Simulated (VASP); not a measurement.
Given:

```xyz
2
Lattice="2.8418 0.0000 0.0000 0.0000 2.8418 0.0000 0.0000 0.0000 2.8418" Properties=species:S:1:pos:R:3 pbc="T T T"
Ga     1.4209     1.4209     1.4209
Co     0.0000     0.0000     0.0000
```

These are r2SCAN meta-GGA with spin-orbit coupling, VASP's PBE PAW potentials (set 64) (plane waves; VASP) values and carry that method's errors. Numerical set-up: 400 eV cut-off, 12×12×12 Γ-centred mesh, Gaussian smearing of 0.050 eV, potentials Ga_d Co.

**Question.** Estimate the energy per atom (σ→0), band gap (over mesh and band path) with the smallest direct gap where there is one.

**Answer.** 
| Item | Value |
|---|---|
| band gap (over mesh and band path) | none (metal, semimetal or under 0.01 eV) |
| energy per atom (σ→0) | -12.529 eV/atom |

The compound is CoGa in the CsCl type structure. It was relaxed first.
